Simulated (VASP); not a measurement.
# SnAs with r2SCAN + rVV10: from relaxation to properties, part 4 of 7

What structure and properties does r2SCAN + rVV10 give SnAs, and how near are they to the measured ones? Left out of this account: at least 1 further run (core levels: core levels are not valid at this level). The start is a cell from a database of measured crystal structures.

VASP 6.6.1, plane waves and PAW; the level of theory is named at each step.

Still holding for the runs below: This run has no spin polarisation. Its electron count is odd, so without a moment it is a metal by construction. The k-mesh is coarse for a metal.

So far. Step 4 (Second relaxation): It ends with forces that vanish by symmetry and a pressure of 0.05 GPa. The volume moved by under 0.01 %: the run met its threshold at the first step. Step 5 (Single point with fields (r2SCAN + rVV10)): In this run the pressure is 0.05 GPa, small enough to go on; single stress components reach 0.05 GPa. The relaxed cell has a = 5.721 Å (conventional setting).

The database entry behind the starting cell differs from later determinations by our own check (an axis about 0.7 % short against later determinations), so it need not match the best structure at ambient conditions.

### 6. Band structure (r2SCAN + rVV10)

Level of this step: r2SCAN with rVV10; plane waves and PAW (Sn_d, As) (VASP).

Levels along the symmetry lines show where the bands peak and cross; KPOINTS_OPT computes them in the converged potential.

Contents of INCAR:

```
SYSTEM = SnAs
PREC = Accurate
ENCUT = 400
EDIFF = 1E-06
NELM = 100
ISMEAR = 0
SIGMA = 0.05
LREAL = .FALSE.
ALGO = Normal
METAGGA = R2SCAN
LUSE_VDW = .TRUE.
IVDW_NL = 2
BPARAM = 11.95
CPARAM = 0.0093
LASPH = .TRUE.
NBANDS = 21
LORBIT = 11
LWAVE = .FALSE.
LCHARG = .FALSE.
KPAR = 2
```

Contents of POSCAR:

```
SnAs
1.0
    0.0000000000      2.8606905512      2.8606905512
    2.8606905512      0.0000000000      2.8606905512
    2.8606905512      2.8606905512      0.0000000000
Sn As
1 1
Direct
    0.0000000000      0.0000000000      0.0000000000
    0.5000000000      0.5000000000      0.5000000000
```

Contents of KPOINTS:

```
Automatic mesh
0
Gamma
6 6 6
0 0 0
```

Contents of KPOINTS_OPT:

```
Line mode
16
Line-mode
Reciprocal
  0.00000000   0.00000000   0.00000000 GAMMA
  0.50000000   0.00000000   0.50000000 X

  0.50000000   0.00000000   0.50000000 X
  0.50000000   0.25000000   0.75000000 W

  0.50000000   0.25000000   0.75000000 W
  0.37500000   0.37500000   0.75000000 K

  0.37500000   0.37500000   0.75000000 K
  0.00000000   0.00000000   0.00000000 GAMMA

  0.00000000   0.00000000   0.00000000 GAMMA
  0.50000000   0.50000000   0.50000000 L

  0.50000000   0.50000000   0.50000000 L
  0.62500000   0.25000000   0.62500000 U

  0.62500000   0.25000000   0.62500000 U
  0.50000000   0.25000000   0.75000000 W

  0.50000000   0.25000000   0.75000000 W
  0.50000000   0.50000000   0.50000000 L

  0.50000000   0.50000000   0.50000000 L
  0.37500000   0.37500000   0.75000000 K

  0.62500000   0.25000000   0.62500000 U
  0.50000000   0.00000000   0.50000000 X
```

The projector-augmented-wave data sets are Sn_d and As (PBE family, release 64).

The run is started by

```console
mpirun -np 2 vasp_std
```

Output:

```text
[... set-up lines as in an earlier step ...]
 entering main loop
       N       E                     dE             d eps       ncg     rms          rms(c)
Total rVV10 correction in eV:      0.4321812    21.5668747
Total rVV10 correction in eV:      0.4321812    21.5668747
DAV:   1     0.939289176426E+02    0.93929E+02   -0.75348E+03   728   0.976E+02
DAV:   2    -0.287960546767E+02   -0.12272E+03   -0.11703E+03   743   0.309E+02
DAV:   3    -0.416546654813E+02   -0.12859E+02   -0.12768E+02   819   0.773E+01
DAV:   4    -0.419782265799E+02   -0.32356E+00   -0.32343E+00   775   0.126E+01
DAV:   5    -0.419871520168E+02   -0.89254E-02   -0.89250E-02   904   0.204E+00    0.360E+00
Total rVV10 correction in eV:      0.4335144    21.5668756
Total rVV10 correction in eV:      0.4335144    21.5668756
DAV:   6    -0.390664750267E+02    0.29207E+01   -0.67704E-01   865   0.107E+01    0.213E+00
Total rVV10 correction in eV:      0.4369173    21.5668756
Total rVV10 correction in eV:      0.4369173    21.5668756
DAV:   7    -0.390646635006E+02    0.18115E-02   -0.67949E-02   767   0.131E+00    0.896E-01
Total rVV10 correction in eV:      0.4382834    21.5668756
Total rVV10 correction in eV:      0.4382834    21.5668756
DAV:   8    -0.390675209561E+02   -0.28575E-02   -0.51839E-03   787   0.532E-01    0.277E-01
Total rVV10 correction in eV:      0.4388627    21.5668756
Total rVV10 correction in eV:      0.4388627    21.5668756
DAV:   9    -0.390679111635E+02   -0.39021E-03   -0.57749E-04   780   0.155E-01    0.623E-02
Total rVV10 correction in eV:      0.4388380    21.5668756
Total rVV10 correction in eV:      0.4388380    21.5668756
DAV:  10    -0.390679098201E+02    0.13433E-05   -0.71784E-05   938   0.825E-02    0.288E-02
Total rVV10 correction in eV:      0.4388958    21.5668756
Total rVV10 correction in eV:      0.4388958    21.5668756
DAV:  11    -0.390679156651E+02   -0.58450E-05   -0.12734E-05   922   0.346E-02    0.494E-03
Total rVV10 correction in eV:      0.4389189    21.5668756
Total rVV10 correction in eV:      0.4389189    21.5668756
DAV:  12    -0.390679163834E+02   -0.71831E-06   -0.19917E-06   673   0.184E-02
Total rVV10 correction in eV:      0.4389256    21.5668756
Total rVV10 correction in eV:      0.4389256    21.5668756
Total rVV10 correction in eV:      0.4389265    21.5668756
Total rVV10 correction in eV:      0.4389265    21.5668756
   1 F= -.39067916E+02 E0= -.39067314E+02  d E =-.120454E-02
 Start KPOINTS_OPT (optional k-point list driver)
k-point batch [1-16\160]
       N       E                     dE             ncg
DAV:   1     0.976061185798E+01   -0.47307E+04      707
DAV:   2    -0.202920889094E+04   -0.20390E+04      730
DAV:   3    -0.223881878642E+04   -0.20961E+03      753
DAV:   4    -0.224412718134E+04   -0.53084E+01      808
DAV:   5    -0.224425935990E+04   -0.13218E+00      901
DAV:   6    -0.224426455628E+04   -0.51964E-02      890
DAV:   7    -0.224426472622E+04   -0.16994E-03      960
DAV:   8    -0.224426472717E+04   -0.94478E-06      713
[...]
k-point batch [145-160\160]
       N       E                     dE             ncg
DAV:   1    -0.105326774787E+03   -0.94690E+04      771
DAV:   2    -0.215051066837E+04   -0.20452E+04      710
DAV:   3    -0.236645158226E+04   -0.21594E+03      873
DAV:   4    -0.237176063341E+04   -0.53091E+01      828
DAV:   5    -0.237188714591E+04   -0.12651E+00      897
DAV:   6    -0.237189109689E+04   -0.39510E-02      895
DAV:   7    -0.237189119280E+04   -0.95906E-04      937
DAV:   8    -0.237189119378E+04   -0.98458E-06      724
```

The job ended after 3.4 min (2 MPI ranks of AMD EPYC 7R43, shared host; peak memory 0.44 GiB).

Parts of OUTCAR (step 6):

```text
   k-points           NKPTS =     16   k-points in BZ     NKDIM =     16   number of bands    NBANDS=     21

   NELECT =      19.0000    total number of electrons

 E-fermi :   6.6999

 k-point     1 :       0.0000    0.0000    0.0000
  band No.  band energies     occupation
    ...
      6      -6.8403      2.00000
      7       4.5363      2.00000
      8       5.6962      2.00000
      9       5.6963      2.00000
     10       5.6963      2.00000
     11      12.7923      0.00000
     12      12.7924      0.00000
     13      12.7924      0.00000
     14      13.3560      0.00000
     15      13.3560      0.00000
    ...

  Total        0.0147229      0.0147229      0.0147229      0.0000000     -0.0000000      0.0000000
  in kB        0.5038040      0.5038040      0.5038040      0.0000000     -0.0000000      0.0000000
  external PRESSURE =       0.5038040 kB  Pullay stress =       0.0000000 kB

 POSITION                                       TOTAL-FORCE (eV/Angst)
 -----------------------------------------------------------------------------------
      0.00000      0.00000      0.00000         0.000000     -0.000000     -0.000000
      2.86069      2.86069      2.86069        -0.000000      0.000000      0.000000
 -----------------------------------------------------------------------------------
    total drift:                               -0.000000      0.000000      0.000000

  FREE ENERGIE OF THE ION-ELECTRON SYSTEM (eV)
  ---------------------------------------------------
  free  energy   TOTEN  =       -39.0679163834 eV

  energy  without entropy=      -39.0667118442  energy(sigma->0) =      -39.06731411

[... 8 parts as in an earlier step ...]

[... 8 further parts left out ...]
```

Spin-orbit coupling is off here; it can split and shift levels that hold much weight on Sn by tenths of an eV or more.

Numbers from this step:

```yaml
bands: 21
pressure: 0.05038 GPa
```

The electronic bands at the labelled points (eV, zero at the Fermi level; # counts the bands kept in this run, so #1 is VASP's band 7):

```
          point     #1     #2     #3     #4    #5    #6    #7     #8
              Γ  -2.16  -1.00  -1.00  -1.00  6.09  6.09  6.09   6.66
0.47 of the way  -4.96  -2.20  -2.20  -0.32  4.23  4.49  6.52   6.52
              X  -5.84  -5.35  -3.27  -3.27  3.31  8.28  8.28   9.96
0.47 of the way  -6.32  -5.60  -3.76  -1.60  4.22  5.95  8.58   9.15
              W  -7.03  -4.82  -4.82   1.19  2.64  6.66  6.66   9.67
0.47 of the way  -7.10  -5.16  -3.93   0.02  3.79  5.73  7.84   8.45
              K  -7.18  -5.30  -2.60  -1.55  5.15  5.55  6.89   8.52
0.47 of the way  -6.42  -3.05  -0.29   1.71  2.26  2.71  5.86   7.96
              Γ  -2.16  -1.00  -1.00  -1.00  6.09  6.09  6.09   6.66
0.53 of the way  -6.08  -0.84  -0.84   1.20  3.24  3.24  3.87   7.51
              L  -8.56  -0.49  -0.49   1.44  1.72  1.72  2.95  10.80
0.53 of the way  -8.10  -3.38  -1.67  -0.29  3.52  3.99  6.52   8.18
              U  -7.18  -5.30  -2.60  -1.55  5.15  5.55  6.89   8.52
0.47 of the way  -7.12  -5.19  -3.75  -0.22  4.02  5.65  7.99   8.21
              W  -7.03  -4.82  -4.82   1.19  2.64  6.66  6.66   9.67
0.53 of the way  -8.09  -3.09  -2.50   0.96  2.00  4.97  6.38   8.56
              L  -8.56  -0.49  -0.49   1.44  1.72  1.72  2.95  10.80
0.47 of the way  -8.20  -2.96  -1.49  -0.05  3.21  3.62  6.01   8.55
              K  -7.18  -5.30  -2.60  -1.55  5.15  5.55  6.89   8.52
      jump to U  -7.18  -5.30  -2.60  -1.55  5.15  5.55  6.89   8.52
0.47 of the way  -6.19  -5.68  -3.08  -2.52  3.94  7.16  7.69   9.47
              X  -5.84  -5.35  -3.27  -3.27  3.31  8.28  8.28   9.96
```

Of the projections kept (Sn, As), the largest for each band there, as a share of the weight inside these atoms' spheres; weight between the spheres isn't counted:

```
point       #1       #2       #3       #4       #5       #6       #7       #8
    Γ  Sn 0.56  As 0.69  As 0.69  As 0.69  Sn 0.79  Sn 0.79  Sn 0.79  Sn 0.62
    X  Sn 0.52  Sn 0.84  As 0.56  As 0.56  Sn 0.67  Sn 0.58  Sn 0.58  As 0.69
    W  Sn 0.89  Sn 0.50  Sn 0.50  As 0.67  Sn 0.83  As 0.73  As 0.73  Sn 0.65
    K  Sn 0.86  Sn 0.51  As 0.58  Sn 0.62  As 0.68  Sn 0.63  Sn 0.72  As 0.77
    Γ  Sn 0.56  As 0.69  As 0.69  As 0.69  Sn 0.79  Sn 0.79  Sn 0.79  Sn 0.62
    L  Sn 0.82  As 0.87  As 0.87  Sn 0.58  Sn 0.91  Sn 0.91  Sn 0.60  As 0.70
```

The electronic bands as a text plot (rows in eV, shown from -8.0 to 6.7 only):

```
    6.4 |*  *      *  *     *     *              *  **     *  *
    5.7 |***  *      * **    ***** *        *  **
    5.1 |    *      *   ***         *         **     **   * **
    4.5 |   **      *     *     *    *     * *  *           * *
    3.9 | *   **   *   *   **        **     **        ** * *   *
    3.3 |  **   ***  *     *   *      *** * *    *         *    *
    2.7 |             *     ***        * * *      **   ** *
    2.1 |                    **         *  *        ***  *
    1.5 |  *                 * *      *****       *    **
    0.9 | * *        **     *        *     *     * ***** *
    0.2 |              *   *    *   *       *             *
   -0.4 |           *        ***   *    ***     *       *  *
   -1.0 |*   *          *****   ********   * **        * ** *
   -1.6 | **                    *          **  *      **   * *
   -2.2 |*  ***    *     **   ** **          **       *   * * *
   -2.8 |     **  *     *    *     *        *  *     *       ***
   -3.4 | *    *****            *               *   *      *   **
   -4.0 |  *        *  *   **       *        *      *
   -4.6 |   *   *    **   *    *                 ***        *
   -5.3 |    **  *  ** ***    *      *        ****           ** *
   -5.9 |      *****                  *                        **
   -6.5 |           *        *
   -7.1 |            ****   *          *       *****         **
   -7.7 |                ***            *    **     *       *
         Γ       X    W  K        Γ      L     U  W     L   K|U X
```

There is no gap at this level.

### 7. Density of states (r2SCAN + rVV10)

Here the states are counted by energy and projected on the atoms. The mesh is finer than in the run before.

Changes to INCAR since step 6:

```diff
@@ -5,3 +5,3 @@
 NELM = 100
-ISMEAR = 0
+ISMEAR = -5
 SIGMA = 0.05
@@ -20 +20,2 @@
 KPAR = 2
+NEDOS = 2001
```

POSCAR is that of step 6.

Contents of KPOINTS:

```
Automatic mesh
0
Gamma
9 9 9
0 0 0
```

The run is started by

```console
mpirun -np 2 vasp_std
```

Output:

```text
[... set-up lines as in an earlier step ...]
 entering main loop
       N       E                     dE             d eps       ncg     rms          rms(c)
Total rVV10 correction in eV:      0.4321812    21.5668747
Total rVV10 correction in eV:      0.4321812    21.5668747
DAV:   1     0.982409015895E+02    0.98241E+02   -0.72973E+03  1628   0.970E+02
DAV:   2    -0.284538502582E+02   -0.12669E+03   -0.12033E+03  1584   0.321E+02
DAV:   3    -0.416907606592E+02   -0.13237E+02   -0.13117E+02  1725   0.774E+01
DAV:   4    -0.420259302036E+02   -0.33517E+00   -0.33485E+00  1761   0.128E+01
DAV:   5    -0.420345021528E+02   -0.85719E-02   -0.85670E-02  1965   0.206E+00    0.363E+00
Total rVV10 correction in eV:      0.4338043    21.5668756
Total rVV10 correction in eV:      0.4338043    21.5668756
DAV:   6    -0.391034804880E+02    0.29310E+01   -0.68693E-01  1910   0.109E+01    0.216E+00
Total rVV10 correction in eV:      0.4373978    21.5668756
Total rVV10 correction in eV:      0.4373978    21.5668756
DAV:   7    -0.391019995661E+02    0.14809E-02   -0.73508E-02  1660   0.135E+00    0.904E-01
Total rVV10 correction in eV:      0.4387347    21.5668756
Total rVV10 correction in eV:      0.4387347    21.5668756
DAV:   8    -0.391047837710E+02   -0.27842E-02   -0.52133E-03  1791   0.548E-01    0.298E-01
Total rVV10 correction in eV:      0.4394201    21.5668756
Total rVV10 correction in eV:      0.4394201    21.5668756
DAV:   9    -0.391051733206E+02   -0.38955E-03   -0.63082E-04  1673   0.171E-01    0.646E-02
Total rVV10 correction in eV:      0.4393921    21.5668756
Total rVV10 correction in eV:      0.4393921    21.5668756
DAV:  10    -0.391051522260E+02    0.21095E-04   -0.68722E-05  2073   0.859E-02    0.302E-02
Total rVV10 correction in eV:      0.4394484    21.5668756
Total rVV10 correction in eV:      0.4394484    21.5668756
DAV:  11    -0.391051546894E+02   -0.24634E-05   -0.15646E-05  1997   0.388E-02    0.559E-03
Total rVV10 correction in eV:      0.4394765    21.5668756
Total rVV10 correction in eV:      0.4394765    21.5668756
DAV:  12    -0.391051563545E+02   -0.16651E-05   -0.26546E-06  1556   0.210E-02    0.193E-03
Total rVV10 correction in eV:      0.4394844    21.5668756
Total rVV10 correction in eV:      0.4394844    21.5668756
DAV:  13    -0.391051574963E+02   -0.11418E-05   -0.31785E-07  1097   0.471E-03    0.717E-04
Total rVV10 correction in eV:      0.4394797    21.5668756
Total rVV10 correction in eV:      0.4394797    21.5668756
DAV:  14    -0.391051565814E+02    0.91490E-06   -0.92165E-08   930   0.360E-03
Total rVV10 correction in eV:      0.4394815    21.5668756
Total rVV10 correction in eV:      0.4394815    21.5668756
Total rVV10 correction in eV:      0.4394811    21.5668756
Total rVV10 correction in eV:      0.4394811    21.5668756
   1 F= -.39105157E+02 E0= -.39105157E+02  d E =0.000000E+00
 -----------------------------------------------------------------------------
|                                                                             |
|           W    W    AA    RRRRR   N    N  II  N    N   GGGG   !!!           |
|           W    W   A  A   R    R  NN   N  II  NN   N  G    G  !!!           |
|           W    W  A    A  R    R  N N  N  II  N N  N  G       !!!           |
|           W WW W  AAAAAA  RRRRR   N  N N  II  N  N N  G  GGG   !            |
|           WW  WW  A    A  R   R   N   NN  II  N   NN  G    G                |
|           W    W  A    A  R    R  N    N  II  N    N   GGGG   !!!           |
|                                                                             |
|     Tetrahedron method does not include variations of the Fermi             |
|     occupations, so forces and stress will be inaccurate. We suggest        |
|     using a different smearing scheme ISMEAR = 1 or 2 for metals in         |
|     relaxations.                                                            |
|                                                                             |
 -----------------------------------------------------------------------------
```

Wall time 96 s (2 MPI ranks); peak memory 0.47 GiB; 3.2 min of CPU time.

Parts of OUTCAR (step 7):

```text
   k-points           NKPTS =     35   k-points in BZ     NKDIM =     35   number of bands    NBANDS=     21

   NELECT =      19.0000    total number of electrons

 E-fermi :   7.0268

 k-point     1 :       0.0000    0.0000    0.0000
  band No.  band energies     occupation
    ...
      6      -6.8259      2.00000
      7       4.5455      2.00000
      8       5.7115      2.00000
      9       5.7115      2.00000
     10       5.7115      2.49778
     11      12.7917      0.00000
     12      12.7918      0.00000
     13      12.7918      0.00000
     14      13.3591      0.00000
     15      13.3591      0.00000
    ...

  Total        0.0915251      0.0915251      0.0915251      0.0000000      0.0000000     -0.0000000
  in kB        3.1319020      3.1319020      3.1319020      0.0000000      0.0000000     -0.0000000
  external PRESSURE =       3.1319020 kB  Pullay stress =       0.0000000 kB

 POSITION                                       TOTAL-FORCE (eV/Angst)
 -----------------------------------------------------------------------------------
      0.00000      0.00000      0.00000         0.000000      0.000000     -0.000000
      2.86069      2.86069      2.86069         0.000000      0.000000      0.000000
 -----------------------------------------------------------------------------------
    total drift:                               -0.000000      0.000000      0.000000

  FREE ENERGIE OF THE ION-ELECTRON SYSTEM (eV)
  ---------------------------------------------------
  free  energy   TOTEN  =       -39.1051565814 eV

  energy  without entropy=      -39.1051565814  energy(sigma->0) =      -39.10515658

[... 6 parts as in an earlier step ...]

[... 10 further parts left out ...]
```

With tetrahedra the forces and stress of a metal are not exact derivatives of the energy.

This step gave:

- SCF cycles: 14
- irreducible k-points: 35
- free energy (TOTEN): -39.11 eV
- Fermi energy: 7.027 eV
- pressure: 0.3132 GPa
- DOS at the Fermi level, one point of the energy grid: 0.7958 states/eV/cell

The density of states has structure finer than the step of the table below, so its rows give means over 1 eV, whole bins alone (the curve runs from -12.0 to 8.00 eV). Peaks (eV: height): total -11.1: 2.09, 5.1: 1.67, 6.9: 1.72, 7.7: 2.17; As p -1.3: 0.446, 0.3: 0.276, 5.1: 0.301, 6.9: 0.315; Sn p -3.5: 0.256, 2.5: 0.604, 5.1: 0.313, 7.7: 0.462; Sn s -8.7: 0.165, -7.9: 0.569, -7.5: 0.575, 0.4: 0.178; As s -11.1: 1.21, -10.9: 0.821.

States under -12.0 eV and over 8.0 eV are left out. The density of states by energy, zero at the Fermi level; means over each step; values in states/eV/cell:

```
energy (eV)   total     As p    Sn p     Sn s     As s     Sn d
        -11   0.798  0.00180  0.0259   0.0241    0.451   0.0129
        -10       0        0       0        0        0        0
         -9  0.0664  0.00658  5.5e-4   0.0298  0.00169   3.1e-4
         -8   0.840   0.0756  0.0115    0.383   0.0378  0.00374
         -7   0.697   0.0610  0.0165    0.291   0.0706  0.00392
         -6   0.352   0.0405  0.0235    0.103   0.0478  0.00220
         -5   0.601    0.113   0.103   0.0510   0.0241  0.00464
         -4   0.878    0.200   0.166   0.0317   0.0163   0.0105
         -3    1.19    0.311   0.218   0.0291   0.0132   0.0199
         -2    1.17    0.346   0.182   0.0373   0.0152   0.0288
         -1   0.914    0.279   0.122   0.0565   0.0137   0.0277
          0   0.875    0.190   0.145    0.120   0.0225   0.0242
          1   0.438   0.0789  0.0800   0.0609   0.0280  0.00963
          2   0.735   0.0597   0.289  0.00811   0.0298   0.0121
          3    1.09    0.126   0.337   0.0292   0.0492   0.0337
          4    1.24    0.179   0.242   0.0488   0.0314   0.0644
          5    1.32    0.244   0.255   0.0467   0.0188   0.0567
          6    1.09    0.202   0.215   0.0267   0.0109   0.0540
          7    1.31    0.212   0.283   0.0207   0.0140   0.0812
```

The finer mesh and the other smearing move the Fermi level by +0.33 eV from the 6×6×6 run, one measure of the sampling error in the zero of the bands above. Of the states within 0.3 eV of the Fermi level, the largest shares in the PAW spheres are As p 22 %, Sn p 16 % and Sn s 14 %. The rest lies in smaller channels or between the spheres.

(Continued in part 5 of 7.)

[Lines on the potential files, build, host, timing and source positions are cut from VASP's logs without a mark.]

[Logs are printed without paths, hosts, clocks, repeated set-up lines and the standing remarks that a program may print on its own settings, such as how far it seeks lower states.]

[Hosts, paths, dates, database ids (printed as entryN), source tags and the programs' standing remarks are cut or masked in the printed files.]

[A measured line is paired with the nearest computed mode of its activity, which favours agreement.]

[In band tables of VASP the shares of atoms and orbitals are scaled to a sum of 1 inside the atoms' spheres.]
